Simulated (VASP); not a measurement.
```xyz
2
Lattice="3.8220 0.0000 0.0000 0.0000 3.8220 0.0000 0.0000 0.0000 3.8220" Properties=species:S:1:pos:R:3 pbc="T T T"
Zr     0.0000     0.0000     0.0000
As     1.9110     1.9110     1.9110
```

Level of theory: r2SCAN meta-GGA, VASP's PBE PAW potentials (set 64) (plane waves; VASP 6.6.1). Settings: 400 eV cut-off, 9×9×9 Γ-centred mesh, first-order Methfessel-Paxton smearing of 0.10 eV, potentials Zr_sv As.

Energy and stress use the plane-wave basis of the starting cell.

Task: The ions, cell shape and volume are relaxed. Which structure does the run end with?

Result: 
```xyz
2
Lattice="3.3569 0.0000 0.0000 0.0000 3.3569 0.0000 0.0000 0.0000 3.3569" Properties=species:S:1:pos:R:3 pbc="T T T"
Zr     0.0000     0.0000     0.0000
As     1.6784     1.6784     1.6784
```
Space group Pm-3m (221), at a tolerance of 0.03 Å.

Task: How do energy and volume change from the first to the last step?

Result: The energy (σ→0) changes by -860.8 meV/atom and the volume by -32.2 %, in 7 ionic steps.

| step | E(σ→0) (eV) | max force (eV/Å) | pressure (GPa) | volume (Å³) |
|---|---|---|---|---|
| 1 | -37.5534 | 0.000 | -21.89 | 55.83 |
| 2 | -38.4240 | 0.000 | 43.91 | 30.34 |
| 3 | -39.2733 | 0.000 | -1.32 | 38.24 |
| 4 | -39.2749 | 0.000 | -0.33 | 37.93 |
| 5 | -39.2745 | 0.000 | 0.71 | 37.62 |
| 6 | -39.2745 | 0.000 | -0.70 | 38.04 |
| 7 | -39.2750 | 0.000 | 0.01 | 37.83 |

The structure was generated: ZrAs was put into the CsCl type type (Pm-3m), which need not be its known phase. This run relaxes it. Symmetry was kept, so distortions that lower it aren't found. The electron count is odd and the run is not spin-polarised, which forces a metal.
